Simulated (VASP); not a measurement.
Computed with vdW-DF2, VASP's PBE PAW potentials (set 64) (plane waves; VASP).

A VASP calculation is set up with these files.

POSCAR:
```
CoGa
1
    2.9506644346     0.0000000000     0.0000000000
    0.0000000000     2.9506644346     0.0000000000
    0.0000000000     0.0000000000     2.9506644346
Ga Co
1 1
Direct
  0.5000000000   0.5000000000   0.5000000000
  0.0000000000   0.0000000000   0.0000000000
```

**KPOINTS**
```
kpoints
0
gamma
 14 14 14
```

### INCAR
```
! general
SYSTEM   = CoGa
PREC     = Accurate
ENCUT    = 520
LREAL    = .False.
LASPH    = .True.

! electronic loop
EDIFF    = 1E-7
NELM     = 100
ALGO     = Normal
LMAXMIX  = 4

! smearing
ISMEAR   = -5

! functional
GGA      = ML
LUSE_VDW = .True.
AGGAC    = 0.0
ZAB_VDW  = -1.8867

! ions
ISIF     = 2

! output
LWAVE    = .False.
LCHARG   = .True.
LORBIT   = 11
NEDOS    = 601
```

POTCAR, in this order: Ga_d Co (PBE.64 set). Program: vasp_std.

Output of the run:

File OSZICAR:
```
       N       E                     dE             d eps       ncg     rms          rms(c)
DAV:   1     0.109968398655E+03    0.10997E+03   -0.10929E+04  3712   0.257E+03
DAV:   2     0.189182734303E+01   -0.10808E+03   -0.10595E+03  3705   0.365E+02
DAV:   3    -0.356808874135E+01   -0.54599E+01   -0.54350E+01  4391   0.847E+01
DAV:   4    -0.365193499293E+01   -0.83846E-01   -0.83831E-01  4794   0.993E+00
DAV:   5    -0.365431304225E+01   -0.23780E-02   -0.23779E-02  4641   0.143E+00    0.765E+00
DAV:   6    -0.467948842814E+01   -0.10252E+01   -0.16332E+01  4036   0.527E+01    0.105E+01
DAV:   7    -0.302424723102E+01    0.16552E+01   -0.73272E+00  3678   0.388E+01    0.143E+00
DAV:   8    -0.301820399262E+01    0.60432E-02   -0.18658E-01  4342   0.455E+00    0.612E-01
DAV:   9    -0.301426697147E+01    0.39370E-02   -0.16215E-02  4669   0.208E+00    0.120E-01
DAV:  10    -0.301430652177E+01   -0.39550E-04   -0.76432E-04  4800   0.382E-01    0.508E-02
DAV:  11    -0.301434685388E+01   -0.40332E-04   -0.83394E-05  5001   0.132E-01    0.115E-02
DAV:  12    -0.301434706043E+01   -0.20655E-06   -0.50265E-06  5057   0.315E-02    0.457E-03
DAV:  13    -0.301434555044E+01    0.15100E-05   -0.14635E-06  4097   0.135E-02    0.221E-03
DAV:  14    -0.301434527691E+01    0.27354E-06   -0.11217E-07  2719   0.510E-03    0.109E-03
DAV:  15    -0.301434535591E+01   -0.79003E-07   -0.18823E-08  2283   0.126E-03
   1 F= -.30143454E+01 E0= -.30143454E+01  d E =0.000000E+00
```

### OUTCAR
```
------------------------ aborting loop because EDIFF is reached ----------------------------------------
  FORCE on cell =-STRESS in cart. coord.  units (eV):
  Direction    XX          YY          ZZ          XY          YZ          ZX
  --------------------------------------------------------------------------------------
  Total        0.0000926      0.0000926      0.0000926     -0.0000000     -0.0000000     -0.0000000
  in kB        0.0057773      0.0057773      0.0057773     -0.0000000     -0.0000000     -0.0000000
  external PRESSURE =       0.0057773 kB  Pullay stress =       0.0000000 kB
  volume of cell :       25.69
      direct lattice vectors                 reciprocal lattice vectors
     2.950664435  0.000000000  0.000000000     0.338906718  0.000000000  0.000000000
     0.000000000  2.950664435  0.000000000     0.000000000  0.338906718  0.000000000
     0.000000000  0.000000000  2.950664435     0.000000000  0.000000000  0.338906718
 POSITION                                       TOTAL-FORCE (eV/Angst)
 -----------------------------------------------------------------------------------
      1.47533      1.47533      1.47533         0.000000      0.000000      0.000000
      0.00000      0.00000      0.00000         0.000000      0.000000      0.000000
 -----------------------------------------------------------------------------------
    total drift:                                0.000000      0.000000     -0.000000
  FREE ENERGIE OF THE ION-ELECTRON SYSTEM (eV)
  ---------------------------------------------------
  free  energy   TOTEN  =        -3.0143453559 eV

  energy  without entropy=       -3.0143453559  energy(sigma->0) =       -3.01434536

 total charge

# of ion       s       p       d       tot
------------------------------------------
    1        0.872   0.799  10.028  11.699
    2        0.358   0.383   7.517   8.258
--------------------------------------------------
tot          1.230   1.182  17.545  19.957
```
(Selected blocks of OUTCAR.)

For a metal the tetrahedron method with Blöchl corrections gives inexact stress and forces.

The compound is CoGa in the CsCl type structure. It was relaxed first, which changed the volume by +8 %. The run is not spin-polarised, so no magnetic state was tried.
